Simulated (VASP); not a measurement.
A VASP calculation is set up with these files.

File POSCAR:
```
Pt
1
   -0.0000000000     1.9481168574     1.9481168574
    1.9481168574     0.0000000000     1.9481168574
    1.9481168574     1.9481168574    -0.0000000000
Pt
1
Direct
  0.0000000000   0.0000000000   1.0000000000
```

### KPOINTS
```
Automatic mesh
0
Gamma
14 14 14
0 0 0
```

INCAR:
```
SYSTEM = Pt
PREC = Accurate
ENCUT = 400
EDIFF = 1E-8
NELM = 100
ALGO = Normal
LREAL = .FALSE.
LASPH = .TRUE.
ISMEAR = 1
SIGMA = 0.1
LMAXMIX = 6
LWAVE = .FALSE.
LCHARG = .FALSE.
IBRION = 1
ISIF = 2
NSW = 30
EDIFFG = -0.001
```

POTCAR, in this order: Pt (LDA.64 set). Program: vasp_std.

### Question
Write an equivalent input for Quantum ESPRESSO's pw.x.

### Answer
One equivalent input (not run):
```
&CONTROL
  calculation = 'relax'
  pseudo_dir = './pseudo'
  outdir = './out'
  tprnfor = .true.
  tstress = .true.
  nstep = 30
  forc_conv_thr = 3.9e-05
/
&SYSTEM
  ibrav = 0
  nat = 1
  ntyp = 1
  ecutwfc = 84
  occupations = 'smearing'
  smearing = 'methfessel-paxton'
  degauss = 0.00735
  input_dft = 'pz'
/
&ELECTRONS
  conv_thr = 7.3e-10
  electron_maxstep = 100
/
&IONS
/
ATOMIC_SPECIES
  Pt 195.084 Pt.upf
CELL_PARAMETERS angstrom
    -0.0000000    1.9481169    1.9481169
     1.9481169    0.0000000    1.9481169
     1.9481169    1.9481169   -0.0000000
ATOMIC_POSITIONS crystal
  Pt   0.0000000  0.0000000  1.0000000
K_POINTS automatic
  14 14 14 0 0 0
```
Limits of the translation: the potentials are each code's own (VASP's PAW set, PseudoDojo norm-conserving files in pw.x), so ENCUT and ecutwfc are chosen apart and not converted; conv_thr bounds pw.x's estimated SCF error, while EDIFF bounds the energy change between steps; forc_conv_thr acts on force components and is met together with etot_conv_thr.

The compound is Pt in the fcc structure. It was relaxed first. The start is the result of an earlier pass.
